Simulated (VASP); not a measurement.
Energy against volume of CaO (rock salt). All values below come from r2SCAN meta-GGA, VASP's PBE PAW potentials (set 64) (plane waves; VASP 6.6.1). Numerical set-up: 520 eV cut-off, 9×9×9 Γ-centred mesh, Gaussian smearing of 0.050 eV, potentials Ca_sv O.

```tsv
V (Å³/atom)	E (eV/atom)
13.493	-9.72191
13.911	-9.72709
14.328	-9.72311
14.745	-9.71134
```

Problem. Fit these four points and predict the energy of the run at 13.076 Å³/atom.

Solution. A cubic in V^(−2/3), the third-order Birch-Murnaghan form, passes through the four points with V0 = 13.93 Å³/atom and B0 = 116 GPa, and gives -9.7060 eV/atom there. The run gave -9.7060 eV/atom, +0.0 meV/atom from the fit; all five points give B0 = 116 GPa.

The compound is CaO in the rock salt structure. It was relaxed first.
